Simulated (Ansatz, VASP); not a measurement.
## LuGeO in VASP and in Ansatz

```
Lu Ge O
1.0
     3.12279    0.00000    0.00000
     0.00000    3.12279    0.00000
     0.00000    0.00000    6.02601
Lu Ge O
1 1 1
Direct
  0.50000 0.50000 0.50000
  0.50000 0.50000 0.00000
  0.00000 0.00000 0.50000
```

Alike in both runs: functional PBE; k mesh 14 × 14 × 8; occupations gaussian, width 0.1 eV; no spin polarisation.

Ansatz relaxed the structure, and its values are those at the end. VASP's run is a single point on that final structure, the one shown.

```csv
,VASP,Ansatz
version,VASP 6.6.1,Ansatz 0.2.0
potentials or method,"VASP PAW PBE potentials, release 64 (Lu, Ge_d, O)","scalar-relativistic, plane waves, PAW"
plane-wave cutoff (eV),520,420
valence electrons in the cell,45,45
```

Ansatz gave:

| Item | Value |
| --- | --- |
| gap on the k mesh at the Fermi level (eV) | none |
| pressure (GPa) | 0.0 |

Problem. Which values does VASP return?

Solution. gap on the k mesh at the Fermi level (eV): none; pressure (GPa): 0.5.

A gap of «none» marks a metal or a gap that the smearing closes. The functional is the same, so the differences come from potentials, cutoffs and numerics.

Caveats: an odd number of electrons without spin polarisation forces a metal; a magnetic or distorted state may lie lower. Spin-orbit coupling is left out, which matters for the levels of Lu.
